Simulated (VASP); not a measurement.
Mg6VCd:

```
Cd V Mg
1.0
     5.00501    0.00000    0.00000
     0.00000    3.11870    5.43542
     0.00000   -3.11870    5.43542
Cd V Mg
1 1 6
Direct
  0.50000 0.66578 0.66578
  0.50000 0.16720 0.16720
  0.00000 0.83312 0.83312
  0.00000 0.32778 0.32778
  0.00000 0.32802 0.84439
  0.00000 0.84439 0.32802
  0.50000 0.16951 0.66419
  0.50000 0.66419 0.16951
```

The cell comes from a database or a generator and needn't be the stable form of this composition.

- Program: VASP 6.6.1
- Task: single point
- Functional: PBE
- Potentials or basis: VASP PAW PBE potentials, release 64 (Cd, V_sv, Mg)
- Cutoff: 520 eV
- k mesh: 6 × 5 × 5
- Occupations: fermi-dirac, width 0.05 eV
- Spin: collinear spin, ferromagnetic start
- Starting moments: [0.0, 2.0, 0.0, 0.0, 0.0, 0.0, 0.0, 0.0] μB

On this cell: pressure 0.0 GPa; largest force 0.024 eV/Å; net moment 3.27 μB per cell; site moments Cd -0.01; V +2.61; Mg +0.01, +0.00, -0.01 μB; band gap on the k mesh none (metal or under the smearing width).

The same run follows on a disturbed copy (atoms moved at random, drawn with an rms of 0.05 Å):

```xyz
8
Lattice="5.0050 0.0000 0.0000 0.0000 3.1187 5.4354 0.0000 -3.1187 5.4354" Properties=species:S:1:pos:R:3 pbc="T T T"
Cd    2.5264   -0.0495    7.2704
V     2.4701   -0.0316    1.7890
Mg   -0.0115   -0.0335    9.0195
Mg   -0.0149   -0.0455    3.5599
Mg   -0.0061   -1.5869    6.3772
Mg    0.0062    1.6367    6.3460
Mg    2.4850   -1.5704    4.4877
Mg    2.5093    1.5247    4.4940
```

**Question.** What changes?

**Answer.** The energy (extrapolated to zero smearing) moves by +2.8 meV/atom; pressure 0.1 GPa; largest force 0.247 eV/Å; net moment 3.28 μB per cell; site moments Cd -0.01; V +2.61; Mg +0.01, +0.00, -0.01 μB; band gap on the k mesh none (metal or under the smearing width).

Forces on the atoms (eV/Å):
```
Cd  -0.090  0.098 -0.208
V    0.106  0.042  0.041
Mg   0.060  0.065  0.076
Mg   0.004  0.085 -0.056
Mg  -0.008 -0.101 -0.092
Mg  -0.035 -0.117  0.000
Mg   0.016  0.018  0.127
Mg  -0.054 -0.090  0.111
```

Stress tensor (GPa, compression positive):
```
 0.41  0.01  0.00
 0.01  0.10  0.15
 0.00  0.15 -0.19
```
